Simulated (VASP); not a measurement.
Calculation: SCAN meta-GGA, VASP's PBE PAW potentials (set 64) (plane waves; VASP).

VASP input:

### POSCAR
```
NiSb
10.191710
  0.1916597756  -0.3319644848   0.0000000000
  0.1916597756   0.3319644848   0.0000000000
  0.0000000000   0.0000000000   0.5000000054
Ni Sb
2 2
Cart
  0.0000000000   0.0000000000   0.2500000027
  0.0000000000   0.0000000000   0.0000000000
  0.1916597756   0.1106550496   0.1250000014
  0.1916597756  -0.1106550496   0.3750000041
```

### KPOINTS
```
Automatic mesh
0
Gamma
10 10 7
0 0 0
```

### KPOINTS_OPT
```
k-points along high-symmetry lines
6
Line-mode
Reciprocal
  0.000000   0.000000   0.000000 ! GAMMA
 -0.000000   0.500000   0.000000 ! M

 -0.000000   0.500000   0.000000 ! M
 -0.333333   0.666667   0.000000 ! K

 -0.333333   0.666667   0.000000 ! K
  0.000000   0.000000   0.000000 ! GAMMA

  0.000000   0.000000   0.000000 ! GAMMA
  0.000000   0.000000   0.500000 ! A

  0.000000   0.000000   0.500000 ! A
 -0.000000   0.500000   0.500000 ! L

 -0.000000   0.500000   0.500000 ! L
 -0.333333   0.666667   0.500000 ! H

 -0.333333   0.666667   0.500000 ! H
  0.000000   0.000000   0.500000 ! A

 -0.000000   0.500000   0.500000 ! L
 -0.000000   0.500000   0.000000 ! M

 -0.333333   0.666667   0.500000 ! H
 -0.333333   0.666667   0.000000 ! K
```

**INCAR**
```
! general
SYSTEM  = NiSb
PREC    = Accurate
ENCUT   = 520
LREAL   = .FALSE.   ! projection in real space or not
LASPH   = .TRUE.   ! aspherical one-centre terms

! electronic loop
EDIFF   = 1E-7
NELM    = 100
ALGO    = Normal   ! blocked Davidson
LMAXMIX = 4   ! l cut-off of mixed one-centre charges
LMIXTAU = .TRUE.

! smearing
ISMEAR  = -5   ! tetrahedra, Bloechl

! functional
METAGGA = SCAN

! ions
ISIF    = 2

! output
LWAVE   = .FALSE.
LCHARG  = .FALSE.
LORBIT  = 11   ! lm-projected
NEDOS   = 601   ! DOS grid

! other
LEFG    = .TRUE.
```

POTCAR, in this order: Ni Sb (PBE.64 set). Program: vasp_std.

Output

### OSZICAR
```
       N       E                     dE             d eps       ncg     rms          rms(c)
DAV:   1     0.885995361347E+02    0.88600E+02   -0.13190E+04  2128   0.169E+03
DAV:   2    -0.102280684557E+03   -0.19088E+03   -0.18590E+03  2134   0.334E+02
DAV:   3    -0.112012776235E+03   -0.97321E+01   -0.94308E+01  2427   0.941E+01
DAV:   4    -0.112278556398E+03   -0.26578E+00   -0.26466E+00  2419   0.146E+01
DAV:   5    -0.112287277042E+03   -0.87206E-02   -0.87064E-02  2659   0.272E+00    0.130E+01
DAV:   6    -0.111799860392E+03    0.48742E+00   -0.39442E+01  2266   0.120E+02    0.177E+01
DAV:   7    -0.108563570948E+03    0.32363E+01   -0.13363E+01  2307   0.774E+01    0.335E+00
DAV:   8    -0.108045496479E+03    0.51807E+00   -0.29808E+00  2819   0.184E+01    0.337E+00
DAV:   9    -0.107950297502E+03    0.95199E-01   -0.41481E-01  2858   0.105E+01    0.881E-01
DAV:  10    -0.107977082629E+03   -0.26785E-01   -0.16568E-01  2205   0.414E+00    0.449E-01
DAV:  11    -0.107980830848E+03   -0.37482E-02   -0.14848E-02  2227   0.128E+00    0.317E-01
DAV:  12    -0.107986376401E+03   -0.55456E-02   -0.71677E-02  2164   0.329E+00    0.188E-01
DAV:  13    -0.107982277232E+03    0.40992E-02   -0.11849E-02  2160   0.139E+00    0.587E-02
DAV:  14    -0.107982248953E+03    0.28279E-04   -0.76127E-04  2314   0.269E-01    0.294E-02
DAV:  15    -0.107982256723E+03   -0.77700E-05   -0.96255E-05  2327   0.107E-01    0.200E-02
DAV:  16    -0.107982134342E+03    0.12238E-03   -0.17861E-04  2242   0.169E-01    0.655E-03
DAV:  17    -0.107982142626E+03   -0.82835E-05   -0.15114E-05  2227   0.486E-02    0.341E-03
DAV:  18    -0.107982142619E+03    0.63096E-08   -0.49165E-07  2315   0.783E-03
   1 F= -.10798214E+03 E0= -.10798214E+03  d E =0.000000E+00
       N       E                     dE             ncg
```

### OUTCAR
```
------------------------ aborting loop because EDIFF is reached ----------------------------------------
  FORCE on cell =-STRESS in cart. coord.  units (eV):
  Direction    XX          YY          ZZ          XY          YZ          ZX
  --------------------------------------------------------------------------------------
  Total       -0.0480413     -0.0480413      0.0149525      0.0000000     -0.0000000      0.0000000
  in kB       -1.1427778     -1.1427779      0.3556813      0.0000000     -0.0000000      0.0000000
  external PRESSURE =      -0.6432915 kB  Pullay stress =       0.0000000 kB
  volume of cell :       67.35
      direct lattice vectors                 reciprocal lattice vectors
     1.953340851 -3.383285759  0.000000000     0.255971711 -0.147785329  0.000000000
     1.953340851  3.383285759  0.000000000     0.255971711  0.147785329  0.000000000
     0.000000000  0.000000000  5.095855055     0.000000000  0.000000000  0.196237921
 POSITION                                       TOTAL-FORCE (eV/Angst)
 -----------------------------------------------------------------------------------
      0.00000      0.00000      2.54793        -0.000000      0.000000     -0.000000
      0.00000      0.00000      0.00000        -0.000000     -0.000000     -0.000000
      1.95334      1.12776      1.27396         0.000000     -0.000000      0.000000
      1.95334     -1.12776      3.82189        -0.000000      0.000000      0.000000
 -----------------------------------------------------------------------------------
    total drift:                               -0.000000      0.000000      0.000000
  FREE ENERGIE OF THE ION-ELECTRON SYSTEM (eV)
  ---------------------------------------------------
  free  energy   TOTEN  =      -107.9821426193 eV

  energy  without entropy=     -107.9821426193  energy(sigma->0) =     -107.98214262

 total charge

# of ion       s       p       d       tot
------------------------------------------
    1        0.466   0.522   8.476   9.465
    2        0.466   0.522   8.476   9.465
    3        1.113   1.244   0.077   2.433
    4        1.113   1.244   0.077   2.433
--------------------------------------------------
tot          3.159   3.532  17.105  23.797

 Electric field gradients after diagonalization (V/A^2)
 (convention: |V_zz| > |V_xx| > |V_yy|)
----------------------------------------------------------------------
 ion       V_xx      V_yy      V_zz     asymmetry (V_yy - V_xx)/ V_zz
----------------------------------------------------------------------
   1      13.041    13.040   -26.081       0.000
   2      13.041    13.040   -26.081       0.000
   3     -38.086   -38.086    76.172       0.000
   4     -38.086   -38.086    76.172       0.000
```
(Selected blocks of OUTCAR.)

For a metal the tetrahedron method with Blöchl corrections gives inexact stress and forces.

The compound is NiSb in the NiAs type structure. It was relaxed first. The run is not spin-polarised, so no magnetic state was tried.
